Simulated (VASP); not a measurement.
```
AuZn
1.0
    3.21300     0.00000     0.00000
    0.00000     3.21300     0.00000
    0.00000     0.00000     3.21300
Zn Au
1 1
Direct
  0.50000   0.50000   0.50000
  0.00000   0.00000   0.00000
```

Calculation: PBE GGA, VASP's PBE PAW potentials (set 64) (plane waves; VASP). Numerical set-up: 400 eV cut-off, 9×9×9 Γ-centred mesh, first-order Methfessel-Paxton smearing of 0.10 eV, potentials Zn Au.

Energy and stress use the plane-wave basis of the starting cell.

Question: The ions, cell shape and volume are relaxed. Predict the relaxed structure.

Answer: 
```
AuZn
1.0
    3.18835     0.00000     0.00000
    0.00000     3.18835     0.00000
    0.00000     0.00000     3.18835
Zn Au
1 1
Cartesian
  1.59418   1.59418   1.59418
  0.00000   0.00000   0.00000
```
Space group Pm-3m (221), at a tolerance of 0.03 Å.

Question: How do energy and volume change from the first to the last step?

Answer: The energy (σ→0) changes by -3.2 meV/atom and the volume by -2.3 %, in 3 ionic steps.

The compound is AuZn in the CsCl type structure. This run relaxes it. Symmetry was kept, so distortions that lower it aren't found. The electron count is odd and the run is not spin-polarised, which forces a metal.
